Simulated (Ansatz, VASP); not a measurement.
# Si26PtC27 (Pt_Si): VASP beside Ansatz, part 2 of 2

Wanted: the spread between two codes on one cell, functional and k mesh. The cell is taken from a series of runs on this material, whose earlier steps may have relaxed, scaled, displaced or heated it; both programs get it as it stands.

VASP 6.6.1 and Ansatz 0.2.0.

So far. Step 3 (VASP: single point, r2SCAN, pair 1): The run ends at a pressure of 2.45 GPa, with forces up to 0.83 eV/Å.

### Step 5. Ansatz: single point, r2SCAN, pair 2

Level of this step: Ansatz beside VASP: Kohn-Sham DFT, plane waves, r2SCAN (Ansatz).

With cell and atoms fixed, the geometry can't cause a difference; cores, projectors, grids and the points listed under the comparison can.

The cell is taken from a series of runs on this material, whose earlier steps may have relaxed, scaled, displaced or heated it; both programs get it as it stands.

File input.yaml:

```yaml
crystal:
  checkpoint: "../q0.relax.run"
  host: checkpoint
basis:
  ecutwfc: 500
  xc_grid: 2
hamiltonian:
  xc: r2scan
  pseudopotentials: { kind: paw, azcp: { folder: soft_1 } }
kpoints:
  mp_grid: { grid: [2, 2, 2], shift: [0.5, 0.5, 0.5] }
scf:
  occupations: { method: fixed }
  max_iter: 100
output:
  forces: true
  eigenvalues: true
  charged_corrections:
    epsilon: 7.06
    static_epsilon: 10.43
    defect_position: [0.333333, 0.666667, 0.666667]
  eigenstates: { localisation: true }
  populations: true
  band_densities: [{ bands: [v1, v1] }, { bands: [c1, c1] }]
  write_density: true
  write_potential: true
  volumetric_format: npy
checkpoint:
  read: "../q0.relax.run"
  write: "../q0.point.run"
  compress: false
  write_wavefunctions: false
  write_every: 100000
```

Command:

```sh
$ ansatz run input.yaml --threads 4 --pin off --max-ram 7536MiB --backend cpu --events-out ev --progress --plain --runs-dir out
```

Numbers of over 12 decimals in the logs are rounded to 6 here.

What it wrote:

```text
[...]
Crystal: 54 atoms, lattice volume = 558.142 Å³
Basis set: ecut = 500 eV, 14163 PW (Γ), exchange–correlation on 144×144×144 points (8 copies of the dense FFT grid, shifted against one another)
Bands: 169, of which v1, the nominal top of the filled ones, is band 115 counted from 1 (114 counted from 0)
Symmetry: 1 space group operations
[...]
k-points: 4 of 8 (time reversal used)
[...]
6     Si      2.9448
     7      C      4.9739
[...]
50     Si      2.9652
    51      C      4.9742
    52     Si      2.9596
    53      C      4.9642
  spilling = 0.009962 (of n_electrons = 230.000000)
--- Band densities, each state counted as filled ---
  window                                       electrons  max residual (eV)  cut levels
  bands: [v1, v1]                               2.000000             1.2e-9           0
  bands: [c1, c1]                               2.000000             1.5e-5           0
[key lines of the parts left out:]
SCF converged after 2 iterations
Free energy (F): -35960.037747 eV
Fermi energy:    11.134431 eV
```

### Step 6. VASP: single point, r2SCAN, pair 2

The same cell, functional and mesh now go to VASP, with its own data sets.

File INCAR:

```
SYSTEM = Si26PtC27
PREC = Accurate
ENCUT = 580
EDIFF = 1E-06
NELM = 120
ISMEAR = 0
SIGMA = 0.01
LREAL = Auto
ALGO = Normal
METAGGA = R2SCAN
LASPH = .TRUE.
NBANDS = 152
LORBIT = 11
LWAVE = .FALSE.
LCHARG = .FALSE.
ISIF = 2
ISYM = 0
GGA_COMPAT = .FALSE.
LMIXTAU = .TRUE.
KPAR = 4
```

File POSCAR:

```
Si26PtC27
1.0
    0.0000000000      6.5348887282      6.5348887282
    6.5348887282      0.0000000000      6.5348887282
    6.5348887282      6.5348887282      0.0000000000
Si C Pt
26 27 1
Direct
    0.9999916139      0.9994287500      0.0000514706
    0.0000207962      0.9995792115      0.3334127973
    0.9991120712      0.0020232377      0.6659289988
    0.0000001236      0.3327881314      0.0002850828
    0.9999387865      0.3328231888      0.3334381720
    0.0000024255      0.3327392882      0.6668863051
    0.9991543293      0.6653209741      0.0026284602
    0.9999721641      0.6662799963      0.3333999068
    0.9984827451      0.6655410264      0.6660951764
    0.3331955706      0.9993402561      0.9999947907
    0.3325273076      0.0020406304      0.3325780830
    0.3324981910      0.0015031153      0.6658498523
    0.3324940867      0.3319350914      0.0027267848
    0.3334900878      0.3327881514      0.3334254051
    0.3327753114      0.3312598526      0.6661540526
    0.3324698496      0.6652168069      0.0021317850
    0.3327414644      0.6655805291      0.3319044197
    0.6667489112      0.9994996732      0.0000935595
    0.6667168710      0.9994259082      0.3333655274
    0.6665840993      0.9993651072      0.6666276850
    0.6667026639      0.3327338224      0.0000752111
    0.6668430045      0.3328114115      0.3334504016
    0.6692751132      0.3319000061      0.6659460372
    0.6665685715      0.6659936622      0.9999641609
    0.6692188339      0.6653120344      0.3325926109
    0.6688079037      0.6652192119      0.6658188617
    0.0834566884      0.0827450424      0.0833753277
    0.0831322665      0.0832336615      0.4165662762
    0.0830596821      0.0831545906      0.7501837701
    0.0831009134      0.4159512721      0.0838540239
    0.0834389672      0.4162019515      0.4168487372
    0.0832817512      0.4160127619      0.7502514181
    0.0830446474      0.7495428732      0.0838118362
    0.0832744132      0.7496318522      0.4166344659
    0.0614445038      0.7571715989      0.7577630046
    0.4169627121      0.0824961099      0.0831479967
    0.4168247884      0.0832086714      0.4164405499
    0.4168114176      0.0819830414      0.7501951759
    0.4168395845      0.4157942827      0.0838571553
    0.4168458375      0.4160840230      0.4166751576
    0.4244097424      0.3942492034      0.7578857644
    0.4168042047      0.7495544386      0.0825980437
    0.4244107299      0.7573118470      0.3947977349
    0.4232084312      0.7557876539      0.7564222394
    0.7500372644      0.0827697083      0.0833891232
    0.7499664086      0.0827877394      0.4168738419
    0.7497186067      0.0825197409      0.7503304408
    0.7499535512      0.4162587099      0.0833973113
    0.7503780765      0.4159694300      0.4165918778
    0.7504355894      0.4157873846      0.7501776886
    0.7497147742      0.7497216609      0.0831477216
    0.7504059019      0.7495684718      0.4164420185
    0.7492314306      0.7495571354      0.7501855172
    0.3325822186      0.6652321091      0.6658682861
```

File KPOINTS:

```
Points of the shifted mesh
8
Reciprocal
 0.2500000000  0.2500000000  0.2500000000 1
 0.2500000000  0.2500000000  0.7500000000 1
 0.2500000000  0.7500000000  0.2500000000 1
 0.2500000000  0.7500000000  0.7500000000 1
 0.7500000000  0.2500000000  0.2500000000 1
 0.7500000000  0.2500000000  0.7500000000 1
 0.7500000000  0.7500000000  0.2500000000 1
 0.7500000000  0.7500000000  0.7500000000 1
```

The projector-augmented-wave data sets are Si, C and Pt (PBE family, release 64).

Command:

```sh
$ mpirun -np 8 vasp_std
```

What it wrote:

```text
[banner, memory and clock lines left out]
running    8 mpi-ranks, on    1 nodes
[...]
[... a notice as in an earlier step ...]

 [... a notice as in an earlier step ...]

 LDA part: xc-table for (None), standard interpolation
 POSCAR, INCAR and KPOINTS ok, starting setup
[...]
entering main loop
       N       E                     dE             d eps       ncg     rms          rms(c)
DAV:   1     0.599246535184E+03    0.59925E+03   -0.11238E+05  2432   0.150E+03
DAV:   2    -0.562387164936E+03   -0.11616E+04   -0.10939E+04  2960   0.255E+02
DAV:   3    -0.644506510489E+03   -0.82119E+02   -0.81031E+02  2968   0.629E+01
DAV:   4    -0.646334726745E+03   -0.18282E+01   -0.18208E+01  2992   0.101E+01
[...]
DAV:  18    -0.559522152021E+03   -0.13952E-04   -0.48902E-06  2712   0.669E-03    0.689E-03
DAV:  19    -0.559522158904E+03   -0.68826E-05   -0.33497E-06  2120   0.689E-03    0.198E-03
DAV:  20    -0.559522159289E+03   -0.38536E-06   -0.65646E-07  1424   0.229E-03
   1 F= -.55952216E+03 E0= -.55952216E+03  d E =-.683389E-10
```

OUTCAR, selected parts (step 6):

```text
  Total        8.1577570      8.2067787      8.1812069     -0.4058304     -0.3782680     -0.3990142
  in kB       23.4172968     23.5580163     23.4846111     -1.1649587     -1.0858395     -1.1453926
  external PRESSURE =      23.4866414 kB  Pullay stress =       0.0000000 kB

 POSITION                                       TOTAL-FORCE (eV/Angst)
 -----------------------------------------------------------------------------------
      6.53149      6.53517     13.06599         0.008066      0.000468     -0.004632
      8.71095      2.17895      6.53227         0.003855     -0.010990      0.004435
      4.36499     10.88086      6.54231         0.001574      0.004767      0.000137
      2.17660      0.00186      2.17473        -0.010276     -0.010289     -0.007336
      4.35394      8.71347      8.70945        -0.011834     -0.001860     -0.002367
      6.53244      4.35804      2.17443         0.012745      0.016420     -0.002168
      4.36498      6.54654     10.87716         0.003786     -0.006752     -0.003750
      6.53280      8.71344     10.88877         0.002341     -0.002048      0.010584
      8.70209     10.87783     10.87421         0.001841      0.007270     -0.008212
     13.06543      8.71225      8.70797         0.001761     -0.002164     -0.000282
      2.18670      4.34639      2.18636         0.003930     -0.010008      0.008848
      4.36108      6.52409      2.18266         0.006676      0.001800      0.000290
      2.18698      2.19063      4.34197        -0.007356      0.001369      0.001416
      4.35363      4.35822      4.35405        -0.004045      0.007199      0.009066
[...]
-----------------------------------------------------------------------------------
    total drift:                               -0.017911     -0.002136     -0.003877

  FREE ENERGIE OF THE ION-ELECTRON SYSTEM (eV)
  ---------------------------------------------------
  free  energy   TOTEN  =      -559.5221592895 eV

  energy  without entropy=     -559.5221592894  energy(sigma->0) =     -559.52215929

[... 1 part as in an earlier step ...]
```

The run ends at a pressure of 2.35 GPa, with forces up to 0.069 eV/Å.

### Step 7. Differences

What differs besides the data sets and the points named for the pairs above, as far as they apply: the data sets hold 230 valence electrons in Ansatz (on its PAW soft_1 files) and 222 in VASP. Total energies have different zeros and are not compared.

Both answers:

```
              quantity  Ansatz   VASP  difference
gap on the k mesh (eV)   0.085  0.085       0.000
```

At this near-relaxed geometry the largest component of a force difference is 33 meV/Å. A gap on the mesh is an upper bound, since the band edges may lie between its points; neither run holds spin-orbit coupling, which can move the band edges of a compound of Pt.

### Step 8. Outcome

```json
{"r.m.s. force difference (single point, r2SCAN, pair 1)": "4.2 % of the r.m.s. force", "difference in gap on the k mesh (single point, r2SCAN, pair 2)": "-4.0e-5 eV", "r.m.s. force difference (single point, r2SCAN, pair 2)": "8.9 meV/Å"}
```

In words: The r.m.s. force difference is 4.2 % of the r.m.s. force (single point, r2SCAN, pair 1), beyond the 3 % picked in this series as the mark of a large difference. The data sets hold unlike numbers of valence electrons (230 in Ansatz and 222 in VASP), so part of the differences comes from the potentials. How closely two codes agree says nothing of how well the functional describes the real material.

[Lines on the potential files, build, host, timing and source positions are cut from VASP's logs without a mark.]

[Logs are printed without paths, hosts, clocks, repeated set-up lines and the standing remarks that a program may print on its own settings, such as how far it seeks lower states.]

[Hosts, paths, dates, database ids (printed as entryN), source tags and the programs' standing remarks are cut or masked in the printed files.]
